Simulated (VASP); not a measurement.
Calculation: r2SCAN meta-GGA, VASP's PBE PAW potentials (set 64) (plane waves; VASP).

Input for VASP

File KPOINTS:
```
Automatic mesh
0
Gamma
17 17 17
0 0 0
```

**POSCAR**
```
Pd
1
   -2.4828117544     2.4828117544     1.3328017523
    2.4828117544    -2.4828117544     1.3328017523
    2.4828117544     2.4828117544    -1.3328017523
Pd
2
Direct
  0.7500000000   0.2500000000   0.5000000000
  0.0000000000   0.0000000000   0.0000000000
```

KPOINTS_OPT:
```
k-points along high-symmetry lines
7
Line-mode
Reciprocal
  0.000000   0.000000   0.000000 ! GAMMA
  0.000000   0.000000   0.500000 ! X

  0.000000   0.000000   0.500000 ! X
 -0.500000   0.500000   0.500000 ! M

 -0.500000   0.500000   0.500000 ! M
  0.000000   0.000000   0.000000 ! GAMMA

  0.000000   0.000000   0.000000 ! GAMMA
  0.324423   0.324423  -0.324423 ! Z

 -0.324423   0.675577   0.324423 ! Z_0
 -0.500000   0.500000   0.500000 ! M

  0.000000   0.000000   0.500000 ! X
  0.250000   0.250000   0.250000 ! P

  0.250000   0.250000   0.250000 ! P
  0.000000   0.500000   0.000000 ! N

  0.000000   0.500000   0.000000 ! N
  0.000000   0.000000   0.000000 ! GAMMA
```

### INCAR
```
ALGO = Normal
EDIFF = 1E-7
ENCUT = 400
ISIF = 2
ISMEAR = -5
LASPH = .TRUE.
LCHARG = .FALSE.
LMAXMIX = 4
LMIXTAU = .TRUE.
LORBIT = 11
LREAL = .FALSE.
LWAVE = .FALSE.
METAGGA = R2SCAN
NEDOS = 601
NELM = 100
PREC = Accurate
SYSTEM = Pd
```

POTCAR, in this order: Pd (PBE.64 set). Program: vasp_std.

The run wrote:

File OUTCAR:
```
 ion  position               nearest neighbor table
   1  0.750  0.250  0.500-   2 2.57   2 2.57   2 2.57   2 2.57   2 3.19   2 3.19   2 3.19   2 3.19
  LATTYP: Found a body centered tetragonal cell.
 ALAT       =     4.9656235088
 C/A-ratio  =     0.5368114397
 Subroutine PRICEL returns:
 Original cell was already a primitive cell.
 Subroutine GETGRP returns: Found 16 space group operations
The static configuration has the point symmetry D_2d.
 The point group associated with its full space group is D_4h.
The dynamic configuration has the point symmetry D_2d.
 Subroutine INISYM returns: Found 16 space group operations
 Subroutine IBZKPT returns following result:
 Found    405 irreducible k-points:

 Following reciprocal coordinates:
            Coordinates               Weight
  0.000000  0.000000  0.000000      1.000000
  0.058824 -0.000000  0.000000      8.000000
  0.117647  0.000000 -0.000000      8.000000
  0.176471  0.000000  0.000000      8.000000
  0.235294  0.000000 -0.000000      8.000000
  0.294118 -0.000000  0.000000      8.000000
  0.352941  0.000000  0.000000      8.000000
  0.411765  0.000000  0.000000      8.000000
...
```

### OSZICAR
```
       N       E                     dE             d eps       ncg     rms          rms(c)
DAV:   1     0.555734582615E+02    0.55573E+02   -0.88811E+03 11356   0.113E+03
DAV:   2    -0.499032836539E+02   -0.10548E+03   -0.10065E+03 12540   0.261E+02
DAV:   3    -0.514491964060E+02   -0.15459E+01   -0.15386E+01 13014   0.366E+01
DAV:   4    -0.514631499816E+02   -0.13954E-01   -0.13953E-01 13286   0.325E+00
DAV:   5    -0.514634754391E+02   -0.32546E-03   -0.32561E-03 13254   0.518E-01    0.104E+01
DAV:   6    -0.451024866484E+02    0.63610E+01   -0.68566E+00 11388   0.287E+01    0.571E+00
DAV:   7    -0.452238201447E+02   -0.12133E+00   -0.33391E-01 11916   0.622E+00    0.281E+00
DAV:   8    -0.451152440943E+02    0.10858E+00   -0.44026E-01 11670   0.614E+00    0.160E+00
DAV:   9    -0.452184685342E+02   -0.10322E+00   -0.15446E-01 11514   0.391E+00    0.263E-01
DAV:  10    -0.452264956458E+02   -0.80271E-02   -0.91981E-03 11964   0.982E-01    0.518E-02
DAV:  11    -0.452259603565E+02    0.53529E-03   -0.34376E-03 12342   0.565E-01    0.137E-01
DAV:  12    -0.452268848720E+02   -0.92452E-03   -0.14041E-03 12408   0.354E-01    0.283E-02
DAV:  13    -0.452268936521E+02   -0.87801E-05   -0.69008E-05 12564   0.859E-02    0.325E-03
DAV:  14    -0.452268944866E+02   -0.83447E-06   -0.13219E-06 12378   0.123E-02    0.305E-03
DAV:  15    -0.452268951934E+02   -0.70676E-06   -0.92019E-07 12030   0.110E-02    0.158E-03
DAV:  16    -0.452268947173E+02    0.47605E-06   -0.21159E-07  7710   0.505E-03    0.199E-04
DAV:  17    -0.452268945250E+02    0.19235E-06   -0.18726E-08  6114   0.187E-03    0.174E-04
DAV:  18    -0.452268945982E+02   -0.73283E-07   -0.60528E-09  5946   0.878E-04
   1 F= -.45226895E+02 E0= -.45226895E+02  d E =0.000000E+00
       N       E                     dE             ncg
```

File OUTCAR:
```
------------------------ aborting loop because EDIFF is reached ----------------------------------------
  FORCE on cell =-STRESS in cart. coord.  units (eV):
  Direction    XX          YY          ZZ          XY          YZ          ZX
  --------------------------------------------------------------------------------------
  Total       -0.0043008     -0.0043008      0.0579699      0.0000000      0.0000000      0.0000000
  in kB       -0.2096762     -0.2096762      2.8261799      0.0000000      0.0000000      0.0000000
  external PRESSURE =       0.8022759 kB  Pullay stress =       0.0000000 kB
  volume of cell :       32.86
      direct lattice vectors                 reciprocal lattice vectors
    -2.482811754  2.482811754  1.332801752     0.000000000  0.201384579  0.375149567
     2.482811754 -2.482811754  1.332801752     0.201384579  0.000000000  0.375149567
     2.482811754  2.482811754 -1.332801752     0.201384579  0.201384579  0.000000000
 POSITION                                       TOTAL-FORCE (eV/Angst)
 -----------------------------------------------------------------------------------
      0.00000      2.48281      0.66640        -0.000000      0.000000      0.000000
      0.00000      0.00000      0.00000         0.000000     -0.000000     -0.000000
 -----------------------------------------------------------------------------------
    total drift:                                0.000000      0.000000     -0.000000
  FREE ENERGIE OF THE ION-ELECTRON SYSTEM (eV)
  ---------------------------------------------------
  free  energy   TOTEN  =       -45.2268945982 eV

  energy  without entropy=      -45.2268945982  energy(sigma->0) =      -45.22689460

 total charge

# of ion       s       p       d       tot
------------------------------------------
    1        0.516   0.386   8.538   9.440
    2        0.516   0.386   8.538   9.440
--------------------------------------------------
tot          1.031   0.772  17.076  18.880
```
(Selected blocks of OUTCAR.)

For a metal the tetrahedron method with Blöchl corrections gives inexact stress and forces.

The structure was generated: Pd was put into the beta-Sn type (I4_1/amd), which need not be its known phase. It was relaxed first, which changed the volume by +6 %.
